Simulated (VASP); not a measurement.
Energy against volume of GaN (zinc blende). Method: optB88-vdW, VASP's PBE PAW potentials (set 64) (plane waves; VASP). Numerical set-up: 520 eV cut-off, 10×10×10 Γ-centred mesh, Gaussian smearing of 0.050 eV, potentials Ga_d N.

| V (Å³/atom) | E (eV/atom) |
|---|---|
| 10.998 | -3.69624 |
| 11.349 | -3.71592 |
| 11.700 | -3.72199 |
| 12.051 | -3.71653 |

Q: Fit these four points and predict the energy of the run at 12.402 Å³/atom.

A: A cubic in V^(−2/3), the third-order Birch-Murnaghan form, passes through the four points with V0 = 11.70 Å³/atom and B0 = 175 GPa, and gives -3.7013 eV/atom there. The run gave -3.7013 eV/atom, +0.0 meV/atom from the fit; all five points give B0 = 175 GPa.

The compound is GaN in the zinc blende structure, a metastable form; wurtzite is the usual one. It was relaxed first.
